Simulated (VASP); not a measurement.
```
CELL_PARAMETERS angstrom
      0.00000     2.59233     2.59233
      2.59233     0.00000     2.59233
      2.59233     2.59233     0.00000
ATOMIC_POSITIONS crystal
  Li 0.00000 0.00000 0.00000
  Cl 0.50000 0.50000 0.50000
```

Method: PBE GGA with D4 dispersion, VASP's PBE PAW potentials (set 64) (plane waves; VASP 6.6.1). Run with 520 eV cut-off, 9×9×9 Γ-centred mesh, Gaussian smearing of 0.050 eV, potentials Li_sv Cl.

Give the stress tensor in GPa (positive for a compressed cell).

```
-1.85   0.00   0.00
 0.00  -1.85   0.00
 0.00   0.00  -1.85
```
The pressure is its mean diagonal, -1.85 GPa.

The compound is LiCl in the rock salt structure. This cell is one point of a volume scan, at 1.06 of the reference volume.
